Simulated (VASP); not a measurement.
# YSb under strain, part 3 of 4

Aim: follow the pressure of YSb through compression, expansion and shear. All runs use LDA. Left out of this account: at least 1 further run (fields: a reference on another mesh). The start is a cell from a database of measured crystal structures.

VASP 6.6.1; LDA; plane waves and PAW (Y_sv, Sb).

Still holding for the runs below: Spin-orbit coupling is off here; it can split and shift levels that hold much weight on Y and Sb by tenths of an eV or more.

So far, pressure (GPa): step 2 (bands, cell as listed) -3.12; step 3 (cell volume +4.0 %) -5.16; step 4 (cell volume +8.0 %) -6.80.

## 5. Bands, sheared, principal strains -2.5, +0.2, +2.4 %

The first cell is sheared at its own volume, which lowers its symmetry.

Input file INCAR:

```
SYSTEM = YSb
PREC = Accurate
ENCUT = 400
EDIFF = 1E-06
NELM = 100
ISMEAR = -1
SIGMA = 0.05
LREAL = .FALSE.
ALGO = Normal
GGA = CA
NBANDS = 20
LASPH = .TRUE.
LORBIT = 11
LWAVE = .FALSE.
LCHARG = .FALSE.
KPAR = 2
```

Input file POSCAR:

```
YSb
1.0
    0.0578110000      3.1089130000      3.0989020000
    3.1693800000      0.0223360000      3.1343770000
    3.0941810000      3.0691890000      0.0975340000
Y Sb
1 1
Direct
    0.5000000000      0.5000000000      0.5000000000
    0.0000000000      0.0000000000      0.0000000000
```

Input file KPOINTS:

```
Automatic mesh
0
Gamma
11 11 11
0 0 0
```

Input file KPOINTS_OPT:

```
Line mode
16
Line-mode
Reciprocal
  0.00000000  -0.50000000   0.00000000 X
  0.00000000   0.00000000   0.00000000 GAMMA

  0.00000000   0.00000000   0.00000000 GAMMA
  0.50000000   0.50000000   0.50000000 Y

  0.50000000   0.00000000   0.50000000 L
  0.00000000   0.00000000   0.00000000 GAMMA

  0.00000000   0.00000000   0.00000000 GAMMA
 -0.50000000   0.00000000   0.00000000 Z

 -0.50000000  -0.50000000   0.00000000 N
  0.00000000   0.00000000   0.00000000 GAMMA

  0.00000000   0.00000000   0.00000000 GAMMA
  0.00000000   0.50000000   0.50000000 M

  0.00000000   0.00000000   0.50000000 R
  0.00000000   0.00000000   0.00000000 GAMMA
```

The projector-augmented-wave data sets are Y_sv and Sb (LDA family, release 64).

Launch:

```
> mpirun -np 2 vasp_std
```

The program printed:

```text
[... set-up lines as in an earlier step ...]
 entering main loop
       N       E                     dE             d eps       ncg     rms          rms(c)
DAV:   1     0.494427164812E+02    0.49443E+02   -0.55710E+03 26824   0.566E+02
DAV:   2    -0.112696599835E+02   -0.60712E+02   -0.57599E+02 35168   0.155E+02
DAV:   3    -0.149259790908E+02   -0.36563E+01   -0.35935E+01 39480   0.267E+01
DAV:   4    -0.150441802411E+02   -0.11820E+00   -0.11793E+00 33816   0.431E+00
DAV:   5    -0.150462281254E+02   -0.20479E-02   -0.20477E-02 33064   0.540E-01    0.255E+01
DAV:   6    -0.142757775654E+02    0.77045E+00   -0.39875E-01 28604   0.411E+00    0.183E+01
DAV:   7    -0.142216392036E+02    0.54138E-01   -0.27431E-01 34796   0.319E+00    0.397E+00
DAV:   8    -0.141946715256E+02    0.26968E-01   -0.87665E-02 28048   0.185E+00    0.586E-01
DAV:   9    -0.141923565072E+02    0.23150E-02   -0.69544E-03 28988   0.541E-01    0.347E-01
DAV:  10    -0.141923979034E+02   -0.41396E-04   -0.45688E-04 33760   0.125E-01    0.317E-01
DAV:  11    -0.141923820562E+02    0.15847E-04   -0.89688E-05 29640   0.634E-02    0.218E-02
DAV:  12    -0.141923820092E+02    0.47030E-07   -0.60478E-06 30296   0.142E-02
   1 F= -.14192382E+02 E0= -.14190969E+02  d E =-.282571E-02
 Start KPOINTS_OPT (optional k-point list driver)
k-point batch [1-112\112]
       N       E                     dE             ncg
DAV:   1     0.401958531438E+04   -0.35489E+05     4504
DAV:   2    -0.266542247213E+04   -0.66850E+04     6136
DAV:   3    -0.302219083010E+04   -0.35677E+03     6384
DAV:   4    -0.303722446646E+04   -0.15034E+02     5732
DAV:   5    -0.303741710627E+04   -0.19264E+00     5676
DAV:   6    -0.303742203023E+04   -0.49240E-02     5856
DAV:   7    -0.303742215411E+04   -0.12388E-03     5652
DAV:   8    -0.303742215930E+04   -0.51949E-05     4404
DAV:   9    -0.303742215951E+04   -0.20812E-06     3508
```

It took 8.6 min on 2 MPI ranks of AMD EPYC 7R43, shared host; peak memory 1.6 GiB; 17 min of CPU time.

Parts of OUTCAR (step 5):

```text
   k-points           NKPTS =    666   k-points in BZ     NKDIM =    666   number of bands    NBANDS=     20

   ENCUT  =  400.0 eV  29.40 Ry    5.42 a.u.   7.16  7.27  7.11*2*pi/ulx,y,z

   NELECT =      16.0000    total number of electrons

 E-fermi :   5.0988

 k-point     1 :       0.0000    0.0000    0.0000
  band No.  band energies     occupation
      1     -37.5327      2.00000
      2     -17.6257      2.00000
      3     -17.6221      2.00000
      4     -17.6171      2.00000
      5      -4.8373      2.00000
      6       5.6723      0.00002
      7       5.8203      0.00000
      8       5.9477      0.00000
      9       6.0242      0.00000
     10       6.0841      0.00000
    ...

  Total       -1.4267962     -1.0851479     -0.9151373      0.0430489     -0.1817585     -0.3910069
  in kB      -39.0336313    -29.6869757    -25.0359031      1.1777115     -4.9724661    -10.6969854
  external PRESSURE =     -31.2521700 kB  Pullay stress =       0.0000000 kB

 POSITION                                       TOTAL-FORCE (eV/Angst)
 -----------------------------------------------------------------------------------
      3.16069      3.10022      3.16541         0.000000     -0.000000      0.000000
      0.00000      0.00000      0.00000        -0.000000      0.000000     -0.000000
 -----------------------------------------------------------------------------------
    total drift:                                0.000000     -0.000000      0.000000

  FREE ENERGIE OF THE ION-ELECTRON SYSTEM (eV)
  ---------------------------------------------------
  free  energy   TOTEN  =       -14.1923820092 eV

  energy  without entropy=      -14.1895563025  energy(sigma->0) =      -14.19096916

[... 15 further parts left out ...]
```

The path and its labels are those of the sheared lattice, so a letter need not mean the same point as in the unstrained cell.

Numbers from this step:

* SCF cycles: 12
* irreducible k-points: 666
* symmetry operations: 2
* free energy (TOTEN): -14.19 eV
* energy at zero smearing: -14.19 eV
* Fermi energy: 5.099 eV
* pressure: -3.125 GPa

The electronic bands at the labelled points (eV, zero at the Fermi level; # counts the bands kept in this run, so #1 is VASP's band 5):

| point | #1 | #2 | #3 | #4 | #5 | #6 | #7 | #8 |
| --- | --- | --- | --- | --- | --- | --- | --- | --- |
| X | -8.48 | -4.27 | -1.88 | -1.64 | 2.58 | 2.86 | 3.16 | 3.45 |
| 0.47 of the way | -9.26 | -2.61 | -1.23 | -1.00 | 1.75 | 1.85 | 1.98 | 4.49 |
| Γ | -9.94 | 0.57 | 0.72 | 0.85 | 0.93 | 0.99 | 1.20 | 1.65 |
| 0.47 of the way | -9.41 | -2.26 | -0.97 | -0.78 | 1.64 | 1.76 | 1.83 | 4.04 |
| Y | -8.51 | -4.29 | -1.80 | -1.61 | 2.62 | 2.82 | 3.07 | 3.52 |
| jump to L | -8.77 | -2.88 | -0.95 | -0.52 | -0.52 | 2.50 | 2.83 | 3.46 |
| 0.47 of the way | -9.17 | -2.73 | -0.79 | -0.41 | 0.04 | 2.09 | 3.23 | 3.41 |
| Γ | -9.94 | 0.57 | 0.72 | 0.85 | 0.93 | 0.99 | 1.20 | 1.65 |
| 0.53 of the way | -9.24 | -2.54 | -1.31 | -1.07 | 1.73 | 1.79 | 1.96 | 4.51 |
| Z | -8.43 | -4.24 | -1.97 | -1.74 | 2.70 | 2.82 | 3.24 | 3.34 |
| jump to N | -8.75 | -2.87 | -0.79 | -0.73 | -0.51 | 2.48 | 2.77 | 3.50 |
| 0.53 of the way | -9.29 | -2.47 | -0.57 | -0.52 | 0.22 | 1.99 | 3.10 | 3.11 |
| Γ | -9.94 | 0.57 | 0.72 | 0.85 | 0.93 | 0.99 | 1.20 | 1.65 |
| 0.47 of the way | -9.32 | -2.45 | -0.56 | -0.39 | 0.19 | 2.01 | 3.01 | 3.10 |
| M | -8.78 | -2.92 | -0.80 | -0.59 | -0.51 | 2.48 | 2.79 | 3.47 |
| jump to R | -8.37 | -4.21 | -2.02 | -1.90 | 2.79 | 2.94 | 3.21 | 3.23 |
| 0.47 of the way | -9.21 | -2.44 | -1.34 | -1.22 | 1.74 | 1.76 | 1.87 | 4.56 |
| Γ | -9.94 | 0.57 | 0.72 | 0.85 | 0.93 | 0.99 | 1.20 | 1.65 |

Of the projections kept (Y, Sb), the largest for each band there, as a share of the weight inside these atoms' spheres; weight between the spheres isn't counted:

| point | #1 | #2 | #3 | #4 | #5 | #6 | #7 | #8 |
| --- | --- | --- | --- | --- | --- | --- | --- | --- |
| X | Sb 0.88 | Sb 0.52 | Y 0.54 | Y 0.54 | Y 0.98 | Y 0.98 | Y 0.97 | Y 0.62 |
| Γ | Sb 0.88 | Sb 0.78 | Sb 0.79 | Y 0.95 | Sb 0.81 | Y 0.95 | Y 0.96 | Y 0.94 |
| Y | Sb 0.88 | Sb 0.51 | Y 0.54 | Y 0.54 | Y 0.98 | Y 0.98 | Y 0.96 | Y 0.61 |
| L | Sb 0.88 | Sb 0.52 | Sb 0.63 | Y 0.94 | Sb 0.66 | Y 0.94 | Y 0.87 | Y 1.00 |
| Γ | Sb 0.88 | Sb 0.78 | Sb 0.79 | Y 0.95 | Sb 0.81 | Y 0.95 | Y 0.96 | Y 0.94 |
| Z | Sb 0.88 | Sb 0.52 | Y 0.54 | Y 0.53 | Y 0.98 | Y 0.98 | Y 0.97 | Y 0.64 |

The electronic bands as a text plot (rows in eV, shown from -8.0 to 6.6 only):

```
    6.3 |**     *     **     *  *     **        *  * *    *  *
    5.7 | ****     ****    *       *****   *  *           *** *
    5.1 |  *  *   *  *  * *   *   *  *  * *       *   *  *  *
    4.5 | * *  * *  * *  *     * *  * *  *     *       **  * * *
    3.8 |*   *  *  *   * ***    *  *   *****    **    *****  *  *
    3.2 |*             *******         *******     *******    *
    2.6 |**   *   *   ****   **   *   *****  **   **   *****   *
    2.0 |  **  * *  **    ****** *  **     ***** ******    **   *
    1.4 |    *******          ******           ****          ****
    0.8 |      ***           *****            ******           **
    0.2 |     ** **        ***** *         ***** ** **         **
   -0.4 |    **   **    ********  **    ********   *******    **
   -1.0 |  ****   ****  ****      ***   ****  *   *   ****   **
   -1.6 |*** *     * ***     *     * ***           *      ***
   -2.2 |                   *          *    **      *     *  *
   -2.8 |   *       *   ****        *   ****         *****  *
   -3.4 |  *         *               *                     *
   -4.1 |**           **              **                  *
   -4.7 |
   -5.3 |
   -5.9 |
   -6.5 |
   -7.1 |
   -7.7 |
         X      Γ     Y|L       Γ      Z|N      Γ       M|R     Γ
```

 The pressure is -3.13 GPa, and the symmetry operations fall from 48 to 2.

## 6. Bands, volume times 0.96

The cell is compressed evenly, with fractional positions held.

INCAR is that of step 5.

Input file POSCAR:

```
YSb
1.0
    0.0000000000      3.0405928664      3.0405928664
    3.0405928664      0.0000000000      3.0405928664
    3.0405928664      3.0405928664      0.0000000000
Y Sb
1 1
Direct
    0.5000000000      0.5000000000      0.5000000000
    0.0000000000      0.0000000000      0.0000000000
```

KPOINTS is that of step 5.

Input file KPOINTS_OPT:

```
Line mode
16
Line-mode
Reciprocal
  0.00000000   0.00000000   0.00000000 GAMMA
  0.50000000   0.00000000   0.50000000 X

  0.50000000   0.00000000   0.50000000 X
  0.50000000   0.25000000   0.75000000 W

  0.50000000   0.25000000   0.75000000 W
  0.37500000   0.37500000   0.75000000 K

  0.37500000   0.37500000   0.75000000 K
  0.00000000   0.00000000   0.00000000 GAMMA

  0.00000000   0.00000000   0.00000000 GAMMA
  0.50000000   0.50000000   0.50000000 L

  0.50000000   0.50000000   0.50000000 L
  0.62500000   0.25000000   0.62500000 U

  0.62500000   0.25000000   0.62500000 U
  0.50000000   0.25000000   0.75000000 W

  0.50000000   0.25000000   0.75000000 W
  0.50000000   0.50000000   0.50000000 L

  0.50000000   0.50000000   0.50000000 L
  0.37500000   0.37500000   0.75000000 K

  0.62500000   0.25000000   0.62500000 U
  0.50000000   0.00000000   0.50000000 X
```

Launch:

```
> mpirun -np 2 vasp_std
```

The program printed:

```text
[... set-up lines as in an earlier step ...]
 entering main loop
       N       E                     dE             d eps       ncg     rms          rms(c)
DAV:   1     0.501724493064E+02    0.50172E+02   -0.55580E+03  2272   0.569E+02
DAV:   2    -0.112599242801E+02   -0.61432E+02   -0.58218E+02  2988   0.157E+02
DAV:   3    -0.149065403874E+02   -0.36466E+01   -0.35864E+01  3256   0.268E+01
DAV:   4    -0.150173103155E+02   -0.11077E+00   -0.11058E+00  2812   0.431E+00
DAV:   5    -0.150194634075E+02   -0.21531E-02   -0.21529E-02  2768   0.564E-01    0.274E+01
DAV:   6    -0.143095154953E+02    0.70995E+00   -0.38042E-01  2384   0.402E+00    0.193E+01
DAV:   7    -0.142608764454E+02    0.48639E-01   -0.27225E-01  2912   0.320E+00    0.363E+00
DAV:   8    -0.142331632313E+02    0.27713E-01   -0.83723E-02  2336   0.184E+00    0.539E-01
DAV:   9    -0.142318893856E+02    0.12738E-02   -0.66248E-03  2464   0.513E-01    0.314E-01
DAV:  10    -0.142319085662E+02   -0.19181E-04   -0.35722E-04  2876   0.104E-01    0.268E-01
DAV:  11    -0.142319029286E+02    0.56376E-05   -0.65094E-05  2472   0.542E-02    0.254E-02
DAV:  12    -0.142319034143E+02   -0.48567E-06   -0.27408E-06  2552   0.104E-02
   1 F= -.14231903E+02 E0= -.14230648E+02  d E =-.251037E-02
 Start KPOINTS_OPT (optional k-point list driver)
k-point batch [1-56\160]
       N       E                     dE             ncg
DAV:   1    -0.548962137536E+04   -0.27774E+05     2288
DAV:   2    -0.888599431617E+04   -0.33964E+04     2916
DAV:   3    -0.910558283961E+04   -0.21959E+03     3488
DAV:   4    -0.911126314241E+04   -0.56803E+01     2728
DAV:   5    -0.911137495806E+04   -0.11182E+00     2740
DAV:   6    -0.911137858549E+04   -0.36274E-02     2960
DAV:   7    -0.911137866585E+04   -0.80361E-04     2788
DAV:   8    -0.911137866931E+04   -0.34659E-05     2220
DAV:   9    -0.911137866942E+04   -0.10818E-06     1512
[...]
k-point batch [113-160\160]
       N       E                     dE             ncg
DAV:   1    -0.607795591151E+03   -0.26454E+05     1944
DAV:   2    -0.357778301659E+04   -0.29700E+04     2524
DAV:   3    -0.376595590648E+04   -0.18817E+03     2912
DAV:   4    -0.377185554818E+04   -0.58996E+01     2308
DAV:   5    -0.377202178870E+04   -0.16624E+00     2376
DAV:   6    -0.377202590440E+04   -0.41157E-02     2520
DAV:   7    -0.377202599378E+04   -0.89383E-04     2484
DAV:   8    -0.377202599643E+04   -0.26483E-05     1780
DAV:   9    -0.377202599659E+04   -0.16073E-06     1436
```

Run time: 1.8 min. Hardware: 2 MPI ranks; peak memory 0.32 GiB.

From OUTCAR (step 6):

```text
   ENCUT  =  400.0 eV  29.40 Ry    5.42 a.u.   7.01  7.01  7.01*2*pi/ulx,y,z

   NELECT =      16.0000    total number of electrons

 E-fermi :   5.4175

 k-point     1 :       0.0000    0.0000    0.0000
  band No.  band energies     occupation
      1     -37.0489      2.00000
      2     -17.1538      2.00000
      3     -17.1538      2.00000
      4     -17.1538      2.00000
      5      -4.6610      2.00000
      6       6.2433      0.00000
      7       6.2433      0.00000
      8       6.2433      0.00000
      9       6.4448      0.00000
     10       6.4448      0.00000
    ...

  Total       -0.2091098     -0.2091098     -0.2091098      0.0000000      0.0000000      0.0000000
  in kB       -5.9590918     -5.9590918     -5.9590918      0.0000000      0.0000000      0.0000000
  external PRESSURE =      -5.9590918 kB  Pullay stress =       0.0000000 kB

 POSITION                                       TOTAL-FORCE (eV/Angst)
 -----------------------------------------------------------------------------------
      3.04059      3.04059      3.04059         0.000000     -0.000000     -0.000000
      0.00000      0.00000      0.00000        -0.000000      0.000000      0.000000
 -----------------------------------------------------------------------------------
    total drift:                                0.000000      0.000000      0.000000

  FREE ENERGIE OF THE ION-ELECTRON SYSTEM (eV)
  ---------------------------------------------------
  free  energy   TOTEN  =       -14.2319034143 eV

  energy  without entropy=      -14.2293930461  energy(sigma->0) =      -14.23064823

[... 4 parts as in an earlier step ...]

[... 12 further parts left out ...]
```

This step gave:

- irreducible k-points: 56
- symmetry operations: 48
- free energy (TOTEN): -14.23 eV
- energy at zero smearing: -14.23 eV
- Fermi energy: 5.418 eV
- pressure: -0.5959 GPa

Electronic bands along the path, in eV, zero at the Fermi level; # counts the bands kept in this run, so #1 is VASP's band 5:

| point | #1 | #2 | #3 | #4 | #5 | #6 | #7 | #8 |
| --- | --- | --- | --- | --- | --- | --- | --- | --- |
| Γ | -10.08 | 0.83 | 0.83 | 0.83 | 1.03 | 1.03 | 1.03 | 1.73 |
| 0.53 of the way | -9.27 | -2.78 | -0.58 | -0.58 | -0.01 | 2.18 | 3.48 | 3.48 |
| X | -8.85 | -2.93 | -0.70 | -0.70 | -0.59 | 2.62 | 3.06 | 3.65 |
| 0.53 of the way | -8.72 | -2.82 | -1.82 | -1.72 | 0.93 | 2.85 | 3.34 | 3.65 |
| W | -8.60 | -2.47 | -2.47 | -2.32 | 2.36 | 2.36 | 2.89 | 3.65 |
| 0.47 of the way | -8.62 | -2.65 | -2.65 | -1.80 | 1.56 | 2.92 | 3.21 | 3.66 |
| K | -8.64 | -2.76 | -2.73 | -1.37 | 1.00 | 3.18 | 3.67 | 3.70 |
| 0.47 of the way | -9.08 | -2.99 | -1.58 | -1.53 | 1.80 | 2.67 | 2.98 | 3.11 |
| Γ | -10.08 | 0.83 | 0.83 | 0.83 | 1.03 | 1.03 | 1.03 | 1.73 |
| 0.47 of the way | -9.49 | -2.17 | -0.99 | -0.99 | 1.74 | 1.74 | 1.81 | 4.34 |
| L | -8.46 | -4.37 | -1.88 | -1.88 | 2.94 | 2.94 | 3.22 | 3.48 |
| 0.53 of the way | -8.52 | -3.84 | -2.20 | -1.71 | 2.08 | 2.93 | 3.05 | 4.63 |
| U | -8.64 | -2.76 | -2.73 | -1.37 | 1.00 | 3.18 | 3.67 | 3.70 |
| 0.47 of the way | -8.62 | -2.68 | -2.67 | -1.71 | 1.45 | 2.98 | 3.28 | 3.66 |
| W | -8.60 | -2.47 | -2.47 | -2.32 | 2.36 | 2.36 | 2.89 | 3.65 |
| 0.47 of the way | -8.54 | -3.68 | -2.23 | -1.76 | 2.30 | 2.40 | 3.26 | 4.65 |
| L | -8.46 | -4.37 | -1.88 | -1.88 | 2.94 | 2.94 | 3.22 | 3.48 |
| 0.47 of the way | -8.51 | -3.96 | -2.14 | -1.75 | 2.24 | 2.92 | 3.03 | 4.57 |
| K | -8.64 | -2.76 | -2.73 | -1.37 | 1.00 | 3.18 | 3.67 | 3.70 |
| jump to U | -8.64 | -2.76 | -2.73 | -1.37 | 1.00 | 3.18 | 3.67 | 3.70 |
| 0.47 of the way | -8.78 | -2.88 | -1.78 | -0.96 | 0.24 | 3.13 | 3.45 | 3.51 |
| X | -8.85 | -2.93 | -0.70 | -0.70 | -0.59 | 2.62 | 3.06 | 3.65 |

Of the projections kept (Y, Sb), the largest for each band there, as a share of the weight inside these atoms' spheres; weight between the spheres isn't counted:

| point | #1 | #2 | #3 | #4 | #5 | #6 | #7 | #8 |
| --- | --- | --- | --- | --- | --- | --- | --- | --- |
| Γ | Sb 0.88 | Sb 0.79 | Sb 0.79 | Sb 0.79 | Y 0.95 | Y 0.95 | Y 0.95 | Y 0.93 |
| X | Sb 0.87 | Sb 0.51 | Sb 0.63 | Sb 0.63 | Y 0.94 | Y 0.94 | Y 0.86 | Y 1.00 |
| W | Sb 0.87 | Y 0.52 | Y 0.52 | Sb 0.53 | Y 0.85 | Y 0.85 | Y 0.92 | Y 1.00 |
| K | Sb 0.87 | Y 0.51 | Y 0.51 | Sb 0.52 | Y 0.85 | Y 0.99 | Y 0.94 | Y 0.89 |
| Γ | Sb 0.88 | Sb 0.79 | Sb 0.79 | Sb 0.79 | Y 0.95 | Y 0.95 | Y 0.95 | Y 0.93 |
| L | Sb 0.87 | Sb 0.51 | Y 0.54 | Y 0.54 | Y 0.99 | Y 0.99 | Y 0.95 | Y 0.62 |

The electronic bands as a text plot (rows in eV, shown from -8.0 to 6.6 only):

```
    6.3 |  * *      *   **** ***  *  ** ***   ***      ***   *
    5.7 |     *    *       * *      *  *   ***       ***  *** *
    5.1 | *    ****       * * * *     **     *       *     **  **
    4.5 |*           *****     * ***    *   *** *******   ****
    3.8 |    **************          *   * *  *******  * *   ****
    3.2 |  ***  *****  *** ***  *   *    ********* **************
    2.6 | *    *********  ** ***        *****    ******* ***    *
    2.0 |******      **   * ******** ***    **   * **      *
    1.4 |*          *  * *    **** ***        * *           **
    0.8 |***       *    *        **            *              *
    0.2 |*****    *             ** *                           *
   -0.4 | * ******              *   *                           *
   -1.0 |  *      *           **    ***                       ***
   -1.6 |          *   ******* *     * **********   ********** *
   -2.2 |   *       ***   *** *            ***   ******* **** *
   -2.8 |    *************   *        *       **** *         ****
   -3.4 |                 ***          *     *      *       *
   -4.1 |                               ** **        *** ***
   -4.7 |                                 *             *
   -5.3 |
   -5.9 |
   -6.5 |
   -7.1 |
   -7.7 |
         Γ       X    W  K        Γ      L     U  W     L   K|U X
```

 The pressure is -0.60 GPa.

Of the bands kept, 4 cross the Fermi level on this path.

(Continued in part 4 of 4.)

[Lines on the potential files, build, host, timing and source positions are cut from VASP's logs without a mark.]

[Logs are printed without paths, hosts, clocks, repeated set-up lines and the standing remarks that a program may print on its own settings, such as how far it seeks lower states.]

[Hosts, paths, dates, database ids (printed as entryN), source tags and the programs' standing remarks are cut or masked in the printed files.]

[A measured line is paired with the nearest computed mode of its activity, which favours agreement.]

[In band tables of VASP the shares of atoms and orbitals are scaled to a sum of 1 inside the atoms' spheres.]
